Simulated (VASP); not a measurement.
Input:

```
RuSi
1.0
    4.76275     0.00000     0.00000
    0.00000     4.76275     0.00000
    0.00000     0.00000     4.76275
Si Ru
4 4
Cartesian
  0.77357   1.60781   3.15494
  1.60781   3.15494   0.77357
  3.15494   0.77357   1.60781
  3.98918   3.98918   3.98918
  4.14640   2.99772   1.76503
  2.99772   1.76503   4.14640
  1.76503   4.14640   2.99772
  0.61635   0.61635   0.61635
```

Calculation: PBE GGA, VASP's PBE PAW potentials (set 64) (plane waves; VASP). Settings: 210 eV cut-off, 4×4×4 Γ-centred mesh shifted by (0.5, 0.5, 0.5), Gaussian smearing of 0.020 eV, potentials Si Ru_pv.

At this cut-off the stress carries a Pulay error, which pulls relaxed volumes low.  Energy and stress use the plane-wave basis of the starting cell.

Task: The ions, cell shape and volume are relaxed. Predict the relaxed structure.

Result: 
```
RuSi
1.0
    4.62430     0.00000     0.00000
    0.00000     4.62430     0.00000
    0.00000     0.00000     4.62430
Si Ru
4 4
Direct
  0.16021   0.33979   0.66021
  0.33979   0.66021   0.16021
  0.66021   0.16021   0.33979
  0.83979   0.83979   0.83979
  0.86546   0.63454   0.36546
  0.63454   0.36546   0.86546
  0.36546   0.86546   0.63454
  0.13454   0.13454   0.13454
```
Space group P2_13 (198), at a tolerance of 0.03 Å.

Task: How do energy and volume change from the first to the last step?

Result: The energy (σ→0) changes by -127.5 meV/atom and the volume by -8.5 %, in 12 ionic steps.

The structure comes from a computed database's SiRu entry; how it stands against other phases isn't given here. This run relaxes it. Symmetry was kept, so distortions that lower it aren't found. The run is one of a series of settings (EDIFFG = -0.01, ENCUT = 210, IBRION = 2, ISIF = 3, NSW = 50, KPOINTS 4×4×4 Γ-centred mesh shifted by (0.5, 0.5, 0.5) against the base run), some of them coarse on purpose.
